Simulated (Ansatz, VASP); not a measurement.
**Sr6Mg23 (Sr6Mg23 (Fm-3m)) in two plane-wave programs**

Wanted: the spread between two codes on one cell, functional and k mesh. Of the first pair: The structure shown is the start of the Ansatz relaxation below; VASP solves that cell, so the two are compared at the walk's first step.

Program: Ansatz 0.2.0. Level of theory: plane waves, with VASP 6.6.1 beside it; single point at r2SCAN. Results are calculated unless marked as measured.

### 1. Starting point

Symmetry: Fm-3m, No. 225, cubic system. Conventional cell: a = 14.862 Å, b = 14.862 Å, c = 14.862 Å, α = 90.00°, β = 90.00°, γ = 90.00°. Sr has 12 Mg at 3.61 to 3.77 Å nearest. Nearest to Mg lie 8 Mg at 3.15 Å. Nearest to Mg lie 8 Mg at 3.04 to 3.24 Å and 4 Sr at 3.77 Å. Nearest to Mg lie 10 Mg at 3.15 to 3.63 Å and 3 Sr at 3.61 Å. Mg has 9 Mg at 3.04 to 3.21 Å and 3 Sr at 3.70 Å nearest. Farther neighbours are not listed.

### 2. Ansatz: relaxation, r2SCAN

Ansatz runs on its default PAW (the set named soft_2) files.

The two programs are compared at the cell with which this relaxation starts, whose forces are those of its first step.

File input.yaml:

```yaml
crystal:
  lattice:
    - [0.0, 7.4310461, 7.4310461]
    - [7.4310461, 0.0, 7.4310461]
    - [7.4310461, 7.4310461, 0.0]
  atoms:
    - { symbol: Sr, position: [0.20678288, 0.20678288, 0.79321712] }
    - { symbol: Sr, position: [0.20678288, 0.79321712, 0.79321712] }
    - { symbol: Sr, position: [0.79321712, 0.20678288, 0.20678288] }
    - { symbol: Sr, position: [0.20678288, 0.79321712, 0.20678288] }
    - { symbol: Sr, position: [0.79321712, 0.20678288, 0.79321712] }
    - { symbol: Sr, position: [0.79321712, 0.79321712, 0.20678288] }
    - { symbol: Mg, position: [0.5, 0.5, 0.5] }
    - { symbol: Mg, position: [0.5, 0.5, 0.0] }
    - { symbol: Mg, position: [0.0, 0.5, 0.5] }
    - { symbol: Mg, position: [0.5, 0.0, 0.0] }
    - { symbol: Mg, position: [0.0, 0.0, 0.5] }
    - { symbol: Mg, position: [0.0, 0.5, 0.0] }
    - { symbol: Mg, position: [0.5, 0.0, 0.5] }
    - { symbol: Mg, position: [0.62222633, 0.13332101, 0.62222633] }
    - { symbol: Mg, position: [0.37777367, 0.37777367, 0.86667899] }
    - { symbol: Mg, position: [0.86667899, 0.37777367, 0.37777367] }
    - { symbol: Mg, position: [0.37777367, 0.37777367, 0.37777367] }
    - { symbol: Mg, position: [0.13332101, 0.62222633, 0.62222633] }
    - { symbol: Mg, position: [0.62222633, 0.62222633, 0.62222633] }
    - { symbol: Mg, position: [0.62222633, 0.62222633, 0.13332101] }
    - { symbol: Mg, position: [0.37777367, 0.86667899, 0.37777367] }
    - { symbol: Mg, position: [0.8254454, 0.5236638, 0.8254454] }
    - { symbol: Mg, position: [0.1745546, 0.1745546, 0.4763362] }
    - { symbol: Mg, position: [0.4763362, 0.1745546, 0.1745546] }
    - { symbol: Mg, position: [0.1745546, 0.1745546, 0.1745546] }
    - { symbol: Mg, position: [0.5236638, 0.8254454, 0.8254454] }
    - { symbol: Mg, position: [0.8254454, 0.8254454, 0.8254454] }
    - { symbol: Mg, position: [0.8254454, 0.8254454, 0.5236638] }
    - { symbol: Mg, position: [0.1745546, 0.4763362, 0.1745546] }
basis:
  ecutwfc: 500
  xc_grid: 2
hamiltonian:
  xc: r2scan
kpoints:
  mp_grid: { grid: [5, 5, 5] }
scf:
  occupations: { method: fermi_dirac, width: 0.05 }
  max_iter: 150
output:
  forces: true
  stress: true
relax:
  f_tol: 0.01
  max_steps: 60
  cell: {}
checkpoint:
  write: "../r2scan.run"
  compress: false
  write_wavefunctions: false
  write_every: 100000
```

The run is started by

```bash
$ ansatz run input.yaml --threads 4 --pin off --max-ram 5652MiB --backend cpu --events-out ev --progress --plain --runs-dir out
```

Numbers of over 12 decimals in the logs are rounded to 6 here.

The program printed:

```text
Engine: ansatz 0.2.0, x86_64-unknown-linux-gnu
Pseudopotentials: kind: paw
Pseudopotential: Sr, paw, valence charge 10, recommended cutoff 500 eV (meta_gga), Sr.paw.azcp
Pseudopotential: Mg, paw, valence charge 10, recommended cutoff 500 eV (meta_gga), Mg.paw.azcp
Functional definition: r2SCAN
  parameter k0 = 0.174
  parameter k1 = 0.065
  parameter a1 = 4.9479
  exchange = r2scan_x(k0 = k0, k1 = k1, a1 = a1)
  correlation = r2scan_c
Crystal: 29 atoms, lattice volume = 820.691 Å³
Basis set: ecut = 500 eV, 20827 PW (Γ), exchange–correlation on 160×160×160 points (8 copies of the dense FFT grid, shifted against one another)
Bands: 174, of which v1, the nominal top of the filled ones, is band 145 counted from 1 (144 counted from 0)
Symmetry: 48 space group operations
Space group: Fm-3m (ITA 225), of the structure as read, at distance tolerance 9.4e-5 Å
k-points: 10 of 125
Non-local potential: Sr, projectors of the file, l = 0: 3, l = 1: 2, l = 2: 2
Non-local potential: Mg, projectors of the file, l = 0: 3, l = 1: 2, l = 2: 1
PAW form: soft (Blöchl's): semilocal exchange-correlation on the pseudo side does not see the compensation charge
PAW frozen core: Sr, regenerated for the run's functional (the file was generated under x = pbe(κ = 0.804, μ = 0.219515), c = pbe(β = 0.066725))
PAW frozen core: Mg, regenerated for the run's functional (the file was generated under x = pbe(κ = 0.804, μ = 0.219515), c = pbe(β = 0.066725))
PAW one-centre angular grid: Sr, 302 points (default); XC on 160 Gauss nodes
PAW one-centre angular grid: Mg, 302 points (default); XC on 224 Gauss nodes
Initial density: superposition of atomic densities (neutral atoms: chi_scale 0, normalization atom), corrected by the library's trained network
Initial wavefunctions: pseudopotential atomic-orbital guess
Functional: x = r2scan, c = r2scan; τ floored in thin density (d = 2e-4 eV/Å³)
SCF iter   1: F=—  HF=-65640.256309 eV  |F-HF|=—  |Δ(HF+E_count)|=         —  Δρ=6.13e-3  dr2=2.39e-1  dr2_τ=2.88e-2  ethr=1.77e-3  ⟨swp⟩=10.2  Hψ=8062  notcnv=0  defer=32
preconditioner: auto → Kerker (q_TF=auto, 2.294 Å⁻¹)  [metal: Δε(μ)=0.034 eV  Ē_g=4.255 eV  σ=0.050 eV  W_gap=0.17  n_scr=168 (ndim 8)  ℏωp=9.9 eV  f_vac=0.000  D(μ)=19.17/eV (n_scr^D=112)]
SCF iter   2: F=—  HF=-65640.523130 eV  |F-HF|=—  |Δ(HF+E_count)|=   2.67e-1  Δρ=2.81e-3  dr2=9.31e-2  dr2_τ=1.29e-3  ethr=8.25e-5  ⟨swp⟩=2.2  Hψ=3593  notcnv=0  defer=120
SCF iter   3: F=—  HF=-65640.521660 eV  |F-HF|=—  |Δ(HF+E_count)|=   1.47e-3  Δρ=7.72e-4  dr2=1.50e-2  dr2_τ=2.62e-4  ethr=3.21e-5  ⟨swp⟩=3.1  Hψ=3242  notcnv=0  defer=120
SCF iter   4: F=—  HF=-65640.521477 eV  |F-HF|=—  |Δ(HF+E_count)|=   1.82e-4  Δρ=1.89e-4  dr2=9.62e-4  dr2_τ=2.01e-5  ethr=5.17e-6  ⟨swp⟩=2.0  Hψ=1873  notcnv=0  defer=120
SCF iter   5: F=—  HF=-65640.521485 eV  |F-HF|=—  |Δ(HF+E_count)|=   7.76e-6  Δρ=4.80e-5  dr2=5.17e-5  dr2_τ=5.52e-7  ethr=3.32e-7  ⟨swp⟩=2.0  Hψ=2109  notcnv=0  defer=120
SCF iter   6: F=—  HF=-65640.522033 eV  |F-HF|=—  |Δ(HF+E_count)|=   5.48e-4  Δρ=1.35e-5  dr2=3.89e-6  dr2_τ=1.37e-7  ethr=1.78e-8  ⟨swp⟩=2.1  Hψ=2086  notcnv=0  defer=120
SCF iter   7: F=—  HF=-65640.522033 eV  |F-HF|=—  |Δ(HF+E_count)|=   1.89e-7  Δρ=4.92e-6  dr2=3.04e-7  dr2_τ=6.19e-9  ethr=1.34e-9  ⟨swp⟩=2.0  Hψ=3103  notcnv=0  defer=120
SCF iter   8: F=-65640.522033 eV  HF=-65640.522033 eV  |F-HF|=1.75e-9  |Δ(HF+E_count)|=   6.18e-8  Δρ=1.49e-6  dr2=2.26e-8  dr2_τ=1.33e-9  ethr=3.45e-11  ⟨swp⟩=5.0  Hψ=5818  notcnv=0
SCF 1 converged in 8 iterations: F = -65640.522033 eV  dr2 = 2.26e-8
  greatest PAW one-centre occupation: 1.000 electrons in one spin orbital (limit 2), on the Mg atom at site 28 (counted from 0), in its partial waves of l = 0
relax step   1: F+E_penalty+E_count = -65640.52203261 eV  Δ(F+E_penalty+E_count) = +0.000e0 eV  max|allowed force component| = 4.067e-2 eV/Å  Δτ_max = 0.0000 Å  P = +0.192 GPa  Ω = 820.691 Å³  (8 SCF iters, dr2 threshold 1.00e-7 eV, accepted)
[...]
relax step   2: F+E_penalty+E_count = -65640.53028690 eV  Δ(F+E_penalty+E_count) = -8.254e-3 eV  max|allowed force component| = 8.108e-3 eV/Å  Δτ_max = 0.0168 Å  P = +0.028 GPa  Ω = 825.489 Å³  energy of the carried Pulay correction = -7.118e-4 eV  (7 SCF iters, dr2 threshold 1.03e-7 eV, accepted)
[...]
relax step   3: F+E_penalty+E_count = -65640.53095924 eV  Δ(F+E_penalty+E_count) = -6.723e-4 eV  max|allowed force component| = 8.168e-3 eV/Å  Δτ_max = 0.0000 Å  P = +0.028 GPa  Ω = 825.489 Å³  stress off target by 2.75e-2 GPa  SCF on the basis re-selected at this cell (its energy is not comparable with the rows above)  (5 SCF iters)
basis re-selected at this cell: Δ(F+E_penalty+E_count) = -6.723e-4 eV, ΔP = -0.000 GPa vs the last step (what re-selecting the basis moved, of the pressure what is left beyond the Pulay correction that the steps carried, after the strain that the cell walked since its last selection, with what the two solves' SCF thresholds leave and, on support functions, any second-order correction that the steps lacked; it is no m [...]
SCF converged after 5 iterations
Free energy (F): -65640.530959 eV
Harris-Foulkes:  -65640.530959 eV  (|F-HF|=2.04e-10)
Internal energy: -65640.377046 eV  (E = F + TS)
E sigma→0 (E₀):  -65640.454003 eV
Entropy (-TS):   -0.153913 eV (-5.307 meV/atom)
Fermi energy:    5.491284 eV
--- Per-component energies (eV) ---
  E_band       = -9346.175483
  E_kinetic    = 3168.369989
  E_local      = -44624.613237  (includes V_loc(G=0)·N_el)
  E_nonlocal   = 3414.880541
  E_hartree    = 15879.210157
  E_xc         = -1576.772504
  E_vxc        = -1930.007902  (∫ρ·V_xc dr)
  E_paw        = -23107.733130  (= ΣΔE_a)
  E_vpaw       = -1246.220159  (= ΣTr[D̂ρ^β])
  E_aug_tail   = -0.000036  (compensation charges beyond the density's cutoff)
  E_vtau       = 112.993639  (kinetic-family band-sum trace: ∫τ·v_τ [+ j·A + Jᵃ·Aᵃ] dr)
  E_ewald      = -18792.239819
  E_core_change = -1.479007  (= ΣΔE_core)
  E_smearing   = -0.153913  (= −TS)
  E_closure    = 0.000000  (closes the sum)
  Σ components = -65640.530959   (vs F -65640.530959, Δ=0.00e0)
--- Forces (eV/Å), atoms counted from 1 ---
  atom   1  Sr     0.00000000    -0.00000000    -0.00816765
  atom   2  Sr     0.00816765    -0.00000000    -0.00000000
  atom   3  Sr    -0.00816765     0.00000000     0.00000000
  atom   4  Sr    -0.00000000    -0.00816765    -0.00000000
  atom   5  Sr     0.00000000     0.00816765     0.00000000
  atom   6  Sr    -0.00000000     0.00000000     0.00816765
  atom   7  Mg    -0.00000000     0.00000000    -0.00000000
  atom   8  Mg    -0.00000000     0.00000000    -0.00000000
  atom   9  Mg    -0.00000000    -0.00000000    -0.00000000
  atom  10  Mg    -0.00000000    -0.00000000     0.00000000
  atom  11  Mg    -0.00000000     0.00000000    -0.00000000
  atom  12  Mg    -0.00000000     0.00000000     0.00000000
  atom  13  Mg    -0.00000000    -0.00000000     0.00000000
  atom  14  Mg    -0.00020292     0.00020292    -0.00020292
  atom  15  Mg     0.00020292     0.00020292    -0.00020292
  atom  16  Mg    -0.00020292     0.00020292     0.00020292
  atom  17  Mg    -0.00020292    -0.00020292    -0.00020292
  atom  18  Mg     0.00020292    -0.00020292    -0.00020292
  atom  19  Mg     0.00020292     0.00020292     0.00020292
  atom  20  Mg    -0.00020292    -0.00020292     0.00020292
  atom  21  Mg     0.00020292    -0.00020292     0.00020292
  atom  22  Mg     0.00765154    -0.00765154     0.00765154
  atom  23  Mg    -0.00765154    -0.00765154     0.00765154
  atom  24  Mg     0.00765154    -0.00765154    -0.00765154
  atom  25  Mg     0.00765154     0.00765154     0.00765154
  atom  26  Mg    -0.00765154     0.00765154     0.00765154
  atom  27  Mg    -0.00765154    -0.00765154    -0.00765154
  atom  28  Mg     0.00765154     0.00765154    -0.00765154
  atom  29  Mg    -0.00765154     0.00765154    -0.00765154
  max |Σ_I F_I| component: 1.82e-17 eV/Å
--- Stress (GPa, compression-positive) ---
        0.027526       0.000000      -0.000000
        0.000000       0.027526       0.000000
       -0.000000       0.000000       0.027526
  P = ⅓ Tr σ = 0.0275 GPa (0.275 kbar)
--- Relaxed structure (2 steps of the walk, 2 accepted, 1 SCFs on fresh bases) ---
  F+E_penalty+E_count = -65640.53095924 eV   max|allowed force component| = 8.168e-3 eV/Å   (the final SCF, on the basis selected at the relaxed cell)
  cell:  # Å, volume = 825.4891 Å³
    - [0, 7.445499, 7.445499]
    - [7.445499, 0, 7.445499]
    - [7.445499, 7.445499, 0]
  atoms:
    - { symbol: Sr, position: [0.206902, 0.206902, 0.793098] }
    - { symbol: Sr, position: [0.206902, 0.793098, 0.793098] }
    - { symbol: Sr, position: [0.793098, 0.206902, 0.206902] }
    - { symbol: Sr, position: [0.206902, 0.793098, 0.206902] }
    - { symbol: Sr, position: [0.793098, 0.206902, 0.793098] }
    - { symbol: Sr, position: [0.793098, 0.793098, 0.206902] }
    - { symbol: Mg, position: [0.500000, 0.500000, 0.500000] }
    - { symbol: Mg, position: [0.500000, 0.500000, 0.0] }
    - { symbol: Mg, position: [0.0, 0.500000, 0.500000] }
    - { symbol: Mg, position: [0.500000, 0.0, 0.0] }
    - { symbol: Mg, position: [0, 0, 0.500000] }
    - { symbol: Mg, position: [0.0, 0.500000, 0.0] }
    - { symbol: Mg, position: [0.500000, 0.0, 0.500000] }
    - { symbol: Mg, position: [0.622117, 0.133650, 0.622117] }
    - { symbol: Mg, position: [0.377883, 0.377883, 0.866350] }
    - { symbol: Mg, position: [0.866350, 0.377883, 0.377883] }
    - { symbol: Mg, position: [0.377883, 0.377883, 0.377883] }
    - { symbol: Mg, position: [0.133650, 0.622117, 0.622117] }
    - { symbol: Mg, position: [0.622117, 0.622117, 0.622117] }
    - { symbol: Mg, position: [0.622117, 0.622117, 0.133650] }
    - { symbol: Mg, position: [0.377883, 0.866350, 0.377883] }
    - { symbol: Mg, position: [0.824793, 0.525621, 0.824793] }
    - { symbol: Mg, position: [0.175207, 0.175207, 0.474379] }
    - { symbol: Mg, position: [0.474379, 0.175207, 0.175207] }
    - { symbol: Mg, position: [0.175207, 0.175207, 0.175207] }
    - { symbol: Mg, position: [0.525621, 0.824793, 0.824793] }
    - { symbol: Mg, position: [0.824793, 0.824793, 0.824793] }
    - { symbol: Mg, position: [0.824793, 0.824793, 0.525621] }
    - { symbol: Mg, position: [0.175207, 0.474379, 0.175207] }
```

Reading the cycles: dr2 is the Hartree energy of the density residual (eV), the measure of convergence; HF is the Harris–Foulkes estimate of the energy, which meets the free energy F at convergence.

(Continued in part 2 of 3.)

[Lines on the potential files, build, host, timing and source positions are cut from VASP's logs without a mark.]

[Logs are printed without paths, hosts, clocks, repeated set-up lines and the standing remarks that a program may print on its own settings, such as how far it seeks lower states.]

[Hosts, paths, dates, database ids (printed as entryN), source tags and the programs' standing remarks are cut or masked in the printed files.]
